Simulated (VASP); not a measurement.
Given:

```
CELL_PARAMETERS angstrom
      3.16148     0.00000     0.00000
      0.00000     3.16148     0.00000
      0.00000     0.00000     3.16148
ATOMIC_POSITIONS crystal
  Ho 0.00000 0.00000 0.00000
```

The numbers are results of PBEsol GGA, VASP's PBE PAW potentials (set 64) (plane waves; VASP), not measurements. Run with 400 eV cut-off, 10×10×10 Γ-centred mesh, first-order Methfessel-Paxton smearing of 0.10 eV, potentials Ho_3.

The 4f electrons are frozen in the core of the lanthanide potential, so 4f levels, which can set the real gap, and their magnetism are missing.

Question: Predict the energy per atom (σ→0), band gap (on the k-mesh) with the smallest direct gap where there is one.

Answer: 
```
Quantity                                                     Value
------------------------  ----------------------------------------
band gap (on the k-mesh)  none (metal, semimetal or under 0.01 eV)
energy per atom (σ→0)                               -4.135 eV/atom
```

Total energies compare only between runs with the same potentials, cut-off and functional.

The structure was generated: Ho was put into the simple-cubic type (Pm-3m), which need not be its known phase. It was relaxed first, which changed the volume by -10 %. The start is the result of an earlier pass.
